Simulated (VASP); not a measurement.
Consider the following.

```yaml
crystal:
  lattice:
    - [0.00000, 2.22815, 2.22815]
    - [2.22815, 0.00000, 2.22815]
    - [2.22815, 2.22815, 0.00000]
  atoms:
    - { symbol: Ga, position: [0.00000, 0.00000, 0.00000] }
    - { symbol: N, position: [0.25000, 0.25000, 0.25000] }
```

All values below come from PW91 GGA, VASP's PBE PAW potentials (set 64) (plane waves; VASP). Run with 520 eV cut-off, 10×10×10 Γ-centred mesh, Gaussian smearing of 0.050 eV, potentials Ga_d N.

Problem. What does the run give for the energy per atom (σ→0), pressure, band gap (on the k-mesh) with the smallest direct gap where there is one?

Solution. 
```yaml
band gap (on the k-mesh): 1.96 eV
smallest direct gap (on the k-mesh): 1.96 eV
energy per atom (σ→0): -588.2 kJ/mol of atoms
pressure: 12.11 GPa
```

The absolute energy has meaning only against runs of the same code, potentials and settings.

The compound is GaN in the zinc blende structure, a metastable form; wurtzite is the usual one. This cell is one point of a volume scan, at 0.94 of the reference volume.
